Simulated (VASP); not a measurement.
# What goes wrong when the modes of SnSe2 are computed with a bad input, part 2 of 3

Some phonon runs on SnSe2 get a fault in the input on purpose. Which of them show, and how? The starting structure is a measured crystal structure from the Crystallography Open Database.

VASP 6.6.1.

### Step 2. Reference modes (continued)

Level of this step: LDA; plane waves and PAW (Sn_d, Se) (VASP).

Parts of OUTCAR (step 2):

```text
ion  position               nearest neighbor table
   1  0.000  0.000  0.000-   2 2.70   3 2.70   3 2.70   2 2.70   2 2.70   3 2.70
   2  0.667  0.333  0.732-   1 2.70   1 2.70   1 2.70
   3  0.333  0.667  0.268-   1 2.70   1 2.70   1 2.70

  LATTYP: Found a hexagonal cell.
 ALAT       =     3.8037000948
 C/A-ratio  =     1.5493718596

 Subroutine GETGRP returns: Found 12 space group operations
 (whereof 12 operations were pure point group operations)

The static configuration has the point symmetry D_3d.

 Found     72 irreducible k-points:

   k-points           NKPTS =     72   k-points in BZ     NKDIM =     72   number of bands    NBANDS=     19

   dimension x,y,z NGX =    28 NGY =   28 NGZ =   42
   dimension x,y,z NGXF=    56 NGYF=   56 NGZF=   84

   ENCUT  =  450.0 eV  33.07 Ry    5.75 a.u.   6.58  6.58 10.19*2*pi/ulx,y,z

   NELECT =      26.0000    total number of electrons

 k-points in reciprocal lattice and weights: Automatic mesh
   0.00000000  0.00000000  0.00000000       0.002
   0.10000000  0.00000000  0.00000000       0.010
   0.20000000  0.00000000  0.00000000       0.010
   0.30000000  0.00000000  0.00000000       0.010
   0.40000000  0.00000000  0.00000000       0.010
   0.50000000  0.00000000  0.00000000       0.005
   0.10000000  0.10000000  0.00000000       0.010
   0.20000000  0.10000000  0.00000000       0.020
   0.30000000  0.10000000  0.00000000       0.020
[...]
0.40000000  0.20000000  0.50000000       0.010
   0.30000000  0.30000000  0.50000000       0.010

 average (electrostatic) potential at core
       1-101.8800       2 -59.0830       3 -59.0830

  Total       -0.0013404     -0.0013404      0.0040755     -0.0000000      0.0000000      0.0000000
  in kB       -0.0290839     -0.0290839      0.0884269     -0.0000000      0.0000000      0.0000000
  external PRESSURE =       0.0100864 kB  Pullay stress =       0.0000000 kB

  energy-cutoff  :      450.00
  volume of cell :       73.84
      direct lattice vectors                 reciprocal lattice vectors
     3.803700095  0.000000000  0.000000000     0.262901905  0.151786485  0.000000000
    -1.901850047  3.294100910  0.000000000     0.000000000  0.303572971  0.000000000
     0.000000000  0.000000000  5.893345889     0.000000000  0.000000000  0.169682896

 POSITION                                       TOTAL-FORCE (eV/Angst)
 -----------------------------------------------------------------------------------
      0.00000      0.00000      0.00000        -0.000000      0.000000      0.000000
      1.90185      1.09803      4.31507        -0.000000      0.000000     -0.000663
     -0.00000      2.19607      1.57827         0.000000     -0.000000      0.000663
 -----------------------------------------------------------------------------------
    total drift:                               -0.000000      0.000000      0.000000

 MACROSCOPIC STATIC DIELECTRIC TENSOR (including local field effects in DFT)
 ------------------------------------------------------
          13.906715     0.000000     0.000000
           0.000000    13.906715     0.000000
           0.000000     0.000000    14.583298
 ------------------------------------------------------

 PIEZOELECTRIC TENSOR (including local field effects)  for field in x, y, z        (C/m^2)
          XX          YY          ZZ          XY          YZ          ZX
  --------------------------------------------------------------------------------
  x     0.00000     0.00000     0.00000     0.00000     0.00000     0.00000
  y     0.00000     0.00000     0.00000     0.00000     0.00000     0.00000
  z     0.00000     0.00000     0.00000     0.00000     0.00000     0.00000

 BORN EFFECTIVE CHARGES (including local field effects) (in |e|, cummulative output)
 ---------------------------------------------------------------------------------
 ion    1
    1     5.21688     0.00000     0.00000
    2     0.00000     5.21688     0.00000
    3    -0.00000     0.00000     2.65209
 ion    2
    1    -2.60844     0.00000     0.00000
    2     0.00000    -2.60844     0.00000
    3     0.00000    -0.00000    -1.32605
 ion    3
    1    -2.60844     0.00000     0.00000
    2     0.00000    -2.60844     0.00000
    3     0.00000    -0.00000    -1.32605

 Eigenvectors and eigenvalues of the dynamical matrix
 ----------------------------------------------------

   1 f  =    7.275815 THz    45.715293 2PiTHz  242.695060 cm-1    30.090339 meV
             X         Y         Z           dx          dy          dz
      0.000000  0.000000  0.000000    -0.000000    0.000000   -0.756316
      1.901850  1.098034  4.315072    -0.000000    0.000000    0.462594
     -0.000000  2.196067  1.578274     0.000000   -0.000000    0.462594

   2 f  =    5.429986 THz    34.117605 2PiTHz  181.124820 cm-1    22.456606 meV
             X         Y         Z           dx          dy          dz
      0.000000  0.000000  0.000000    -0.000000    0.000000    0.000000
      1.901850  1.098034  4.315072    -0.000000    0.000000    0.707107
     -0.000000  2.196067  1.578274     0.000000   -0.000000   -0.707107

   3 f  =    4.361771 THz    27.405816 2PiTHz  145.493020 cm-1    18.038827 meV
             X         Y         Z           dx          dy          dz
      0.000000  0.000000  0.000000     0.755879    0.000001   -0.000000
      1.901850  1.098034  4.315072    -0.462951   -0.000000   -0.000000
     -0.000000  2.196067  1.578274    -0.462951   -0.000000   -0.000000

   4 f  =    4.361771 THz    27.405816 2PiTHz  145.493020 cm-1    18.038827 meV
             X         Y         Z           dx          dy          dz
      0.000000  0.000000  0.000000    -0.000001    0.755879   -0.000000
      1.901850  1.098034  4.315072     0.000000   -0.462951   -0.000000
     -0.000000  2.196067  1.578274     0.000000   -0.462951   -0.000000

   5 f  =    3.815050 THz    23.970663 2PiTHz  127.256355 cm-1    15.777770 meV
             X         Y         Z           dx          dy          dz
      0.000000  0.000000  0.000000     0.000000   -0.000000   -0.000000
      1.901850  1.098034  4.315072     0.707107   -0.000003   -0.000000
     -0.000000  2.196067  1.578274    -0.707107    0.000003   -0.000000

   6 f  =    3.815050 THz    23.970663 2PiTHz  127.256355 cm-1    15.777770 meV
             X         Y         Z           dx          dy          dz
      0.000000  0.000000  0.000000     0.000000    0.000000    0.000000
      1.901850  1.098034  4.315072    -0.000003   -0.707107    0.000000
     -0.000000  2.196067  1.578274     0.000003    0.707107    0.000000

   7 f/i=    0.002122 THz     0.013332 2PiTHz    0.070779 cm-1     0.008775 meV
             X         Y         Z           dx          dy          dz
      0.000000  0.000000  0.000000    -0.631292   -0.173544   -0.000000
      1.901850  1.098034  4.315072    -0.515368   -0.141676   -0.000000
     -0.000000  2.196067  1.578274    -0.515368   -0.141676   -0.000000

   8 f/i=    0.002122 THz     0.013332 2PiTHz    0.070779 cm-1     0.008775 meV
             X         Y         Z           dx          dy          dz
      0.000000  0.000000  0.000000    -0.173544    0.631292    0.000000
      1.901850  1.098034  4.315072    -0.141676    0.515368    0.000000
     -0.000000  2.196067  1.578274    -0.141676    0.515368    0.000000

   9 f/i=    0.008402 THz     0.052790 2PiTHz    0.280251 cm-1     0.034747 meV
             X         Y         Z           dx          dy          dz
      0.000000  0.000000  0.000000     0.000000    0.000000   -0.654207
      1.901850  1.098034  4.315072     0.000000    0.000000   -0.534796
     -0.000000  2.196067  1.578274     0.000000    0.000000   -0.534796

 MACROSCOPIC STATIC DIELECTRIC TENSOR IONIC CONTRIBUTION
 ------------------------------------------------------
          12.640133    -0.000000     0.000000
          -0.000000    12.640133     0.000000
           0.000000     0.000000     1.173699
 ------------------------------------------------------

 ELASTIC MODULI CONTR FROM IONIC RELAXATION (kBar)
 Direction    XX          YY          ZZ          XY          YZ          ZX
 --------------------------------------------------------------------------------
 XX        -129.4118   -110.2983   -318.6615      0.0000     41.0175     -0.0000
 YY        -110.2983   -129.4118   -318.6615     -0.0000    -41.0175      0.0000
 ZZ        -318.6615   -318.6615   -847.2330     -0.0000      0.0000      0.0000
 XY           0.0000     -0.0000     -0.0000     -9.5567     -0.0000     53.8470
 YZ          41.0175    -41.0175      0.0000     -0.0000   -176.0477      0.0000
 ZX          -0.0000      0.0000      0.0000     53.8470      0.0000   -303.3985
 --------------------------------------------------------------------------------

 PIEZOELECTRIC TENSOR IONIC CONTR  for field in x, y, z        (C/m^2)
          XX          YY          ZZ          XY          YZ          ZX
  --------------------------------------------------------------------------------
  x     0.00000     0.00000     0.00000     0.00000    -0.00000    -0.00000
  y     0.00000    -0.00000     0.00000    -0.00000    -0.00000     0.00000
  z    -0.00000    -0.00000    -0.00000    -0.00000     0.00000     0.00000
```

Energies printed during the response cycles are not total energies of the cell.

Reference: the zone-centre modes are A2u 242.7, A1g 181.1, Eu 145.5, Eg 127.3 cm⁻¹.

### Step 3. Modes with finite displacements, else as the reference

Against step 2 the input has IBRION = 6, NFREE = 2, POTIM = 0.015, no LEPSILON and no LPEAD (also changed: NSW).

The input, INCAR:

```
SYSTEM = SnSe2
PREC = Accurate
ENCUT = 450
EDIFF = 1E-08
NELM = 100
ISMEAR = 0
SIGMA = 0.03
LREAL = .FALSE.
ALGO = Normal
GGA = CA
NBANDS = 19
LORBIT = 11
LWAVE = .FALSE.
LCHARG = .FALSE.
KPAR = 4
IBRION = 6
NFREE = 2
POTIM = 0.015
NSW = 1
ISIF = 2
```

The input, POSCAR:

```
SnSe2
1.0
    3.8037000948      0.0000000000      0.0000000000
   -1.9018500474      3.2941009104      0.0000000000
    0.0000000000      0.0000000000      5.8933458894
Sn Se
1 2
Direct
    0.0000000000      0.0000000000      0.0000000000
    0.6666666667      0.3333333333      0.7321938924
    0.3333333333      0.6666666667      0.2678061076
```

The input, KPOINTS:

```
Automatic mesh
0
Gamma
10 10 6
0 0 0
```

The projector-augmented-wave data sets are Sn_d and Se (LDA family, release 64).

Run with:

```
mpirun -np 4 vasp_std
```

The log of the run:

```text
[... set-up lines as in an earlier step ...]
 entering main loop
       N       E                     dE             d eps       ncg     rms          rms(c)
[... 15 cycles as in an earlier step ...]
   1 F= -.13794301E+02 E0= -.13794301E+02  d E =-.105449E-08
[... from here on, the cycles between the ionic steps are left out ...]
   2 F= -.13793716E+02 E0= -.13793716E+02  d E =-.104062E-08
   3 F= -.13793716E+02 E0= -.13793716E+02  d E =-.104079E-08
   4 F= -.13792660E+02 E0= -.13792660E+02  d E =-.113630E-08
   5 F= -.13792660E+02 E0= -.13792660E+02  d E =-.113623E-08
   6 F= -.13793894E+02 E0= -.13793894E+02  d E =-.180876E-08
   7 F= -.13793894E+02 E0= -.13793894E+02  d E =-.180885E-08
   8 F= -.13793336E+02 E0= -.13793336E+02  d E =-.580436E-10
   9 F= -.13793382E+02 E0= -.13793382E+02  d E =-.178528E-07
 Finite differences progress:
  Degree of freedom:   4/  4
  Displacement:        2/  2
  Total:               8/  8
```

Elapsed: 5.6 min, on 4 MPI ranks of Intel Xeon Platinum 8375C at 2.90GHz (Ice Lake), shared host; peak memory 2.4 GiB; 21 min of CPU time.

OUTCAR, selected parts (step 3):

```text
  Total       -0.0744263     -0.0744263     -0.2003436      0.0000000      0.0000000     -0.0000000
  in kB       -1.6148482     -1.6148482     -4.3469141      0.0000000      0.0000000     -0.0000000
  external PRESSURE =      -2.5255368 kB  Pullay stress =       0.0000000 kB

 POSITION                                       TOTAL-FORCE (eV/Angst)
 -----------------------------------------------------------------------------------
      0.00000      0.00000      0.00000        -0.000000     -0.000000     -0.108581
      1.90185      1.09803      4.30007        -0.000000      0.000000      0.124222
     -0.00000      2.19607      1.57827         0.000000      0.000000     -0.015640
 -----------------------------------------------------------------------------------
    total drift:                                0.000000      0.000000      0.000077

  FREE ENERGIE OF THE ION-ELECTRON SYSTEM (eV)
  ---------------------------------------------------
  free  energy   TOTEN  =       -13.7933819761 eV

  energy  without entropy=      -13.7933819582  energy(sigma->0) =      -13.79338197

[... 2 parts as in an earlier step ...]

[... 1 further part left out ...]
[key lines of the parts left out:]
E-fermi :   4.9489
```

The last energy, forces and stress in OUTCAR belong to the last displaced cell, not to that of POSCAR.

With finite displacements, else as the reference the modes are A2u 242.5, A1g 181.1, Eu 145.5, Eg 127.2 cm⁻¹; the largest shift is -0.2 cm⁻¹, in A2u, from the reference.

### Step 4. Modes with a cutoff far too low

A slip made on purpose: a cutoff far too low. Against step 2 the input has ENCUT = 130 (also changed: NELM).

The input, INCAR:

```
SYSTEM = SnSe2
PREC = Accurate
ENCUT = 130
EDIFF = 1E-08
NELM = 60
ISMEAR = 0
SIGMA = 0.03
LREAL = .FALSE.
ALGO = Normal
GGA = CA
NBANDS = 19
LORBIT = 11
LWAVE = .FALSE.
LCHARG = .FALSE.
KPAR = 4
IBRION = 8
LEPSILON = .TRUE.
LPEAD = .TRUE.
ISIF = 2
```

POSCAR is that of step 3.

KPOINTS is that of step 3.

Run with:

```
mpirun -np 4 vasp_std
```

The log of the run:

```text
[... set-up lines as in an earlier step ...]
 entering main loop
       N       E                     dE             d eps       ncg     rms          rms(c)
DAV:   1     0.751814884868E+02    0.75181E+02   -0.67522E+03  3278   0.447E+02
DAV:   2     0.620848536341E+00   -0.74561E+02   -0.73309E+02  3382   0.152E+02
DAV:   3    -0.158619194659E+01   -0.22070E+01   -0.22014E+01  3159   0.257E+01
DAV:   4    -0.159567540289E+01   -0.94835E-02   -0.94810E-02  3074   0.178E+00
[...]
DAV:  14     0.766422211368E+00   -0.12322E-06   -0.65877E-08  2996   0.176E-03    0.973E-04
DAV:  15     0.766422200326E+00   -0.11042E-07   -0.11075E-08  1604   0.691E-04    0.346E-04
DAV:  16     0.766422202801E+00    0.24747E-08   -0.25652E-09  1422   0.240E-04
   1 F= 0.76642220E+00 E0= 0.76664974E+00  d E =-.455084E-03
 Linear response reoptimize wavefunctions to high precision
DAV:   1     0.766422206983E+00    0.41823E-08   -0.29400E-10  1482   0.865E-05
DAV:   2     0.766422206983E+00   -0.45475E-12   -0.19191E-11  1413   0.234E-05
 Linear response to external field (no local field effect), progress :
[...]
first order change of Fermi-energy  -0.56289E-05
 force on displaced ion       2 direction 1 :  -3.518   0.000   0.000
 Born effective charge ion    2 direction 1 :   7.128   0.000   0.000
 Linear response progress:
  Degree of freedom:   4/  4
       N       E                     dE             d eps       ncg     rms          rms(c)
RMM:   1    -0.935013167146E-01   -0.93501E-01    0.86990E-02  5835   0.117E+00
RMM:   2    -0.927808699356E-01    0.72045E-03   -0.30568E-03  4550   0.244E-01    0.121E-01
RMM:   3    -0.925753462171E-01    0.20552E-03   -0.37751E-04  4763   0.716E-02    0.629E-02
RMM:   4    -0.925764475189E-01   -0.11013E-05   -0.78350E-05  4978   0.370E-02    0.304E-02
RMM:   5    -0.926243398628E-01   -0.47892E-04   -0.20570E-05  4881   0.191E-02    0.833E-03
RMM:   6    -0.926338279836E-01   -0.94881E-05   -0.12356E-06  4565   0.510E-03    0.151E-03
RMM:   7    -0.926357561483E-01   -0.19282E-05   -0.12459E-07  5031   0.134E-03    0.619E-04
RMM:   8    -0.926357501383E-01    0.60100E-08   -0.11298E-08  5005   0.343E-04    0.123E-04
 first order change of Fermi-energy   0.29771E+00
 force on displaced ion       2 direction 3 :   0.000   0.000  -7.922
 Born effective charge ion    2 direction 3 :   0.000   0.000   7.128
 Born effective charges drift removed
 Linear response finished
```

It took 52 s on 4 MPI ranks; peak memory 1 GiB; 3.4 min of CPU time.

From OUTCAR (step 4):

```text
  Total     -112.4260704   -112.4260704   -112.5924452     -0.0000000      0.0000000      0.0000000
  in kB    -2439.3410034  -2439.3410033  -2442.9508852     -0.0000000      0.0000000      0.0000000
  external PRESSURE =   -2440.5442973 kB  Pullay stress =       0.0000000 kB

 POSITION                                       TOTAL-FORCE (eV/Angst)
 -----------------------------------------------------------------------------------
      0.00000      0.00000      0.00000         0.000000      0.000000      0.000000
      1.90185      1.09803      4.31507        -0.000000      0.000000      0.170125
     -0.00000      2.19607      1.57827         0.000000      0.000000     -0.170125
 -----------------------------------------------------------------------------------
    total drift:                               -0.000000     -0.000000      0.000000

 MACROSCOPIC STATIC DIELECTRIC TENSOR (including local field effects in DFT)
 ------------------------------------------------------
           1.000000     0.000000     0.000000
           0.000000     1.000000     0.000000
           0.000000     0.000000     1.000000
 ------------------------------------------------------

 MACROSCOPIC STATIC DIELECTRIC TENSOR IONIC CONTRIBUTION
 ------------------------------------------------------
           0.005791    -0.000000    -0.000000
          -0.000000     0.005791     0.000000
          -0.000000     0.000000     0.002114
 ------------------------------------------------------

[... 1 part as in an earlier step ...]

[... 1 further part left out ...]
```

The dielectric tensor of 1.00 in OUTCAR stands for a response that wasn't computed and is no result.

With a cutoff far too low the modes are A2u 236.2, A1g 173.7, Eu 142.0, Eg 126.1 cm⁻¹; the largest shift is -7.4 cm⁻¹, in A1g, from the reference.

(Part 2 of 3 ends here.)

[Lines on the potential files, build, host, timing and source positions are cut from VASP's logs without a mark.]

[Logs are printed without paths, hosts, clocks, repeated set-up lines and the standing remarks that a program may print on its own settings, such as how far it seeks lower states.]

[Hosts, paths, dates, database ids (printed as entryN), source tags and the programs' standing remarks are cut or masked in the printed files.]
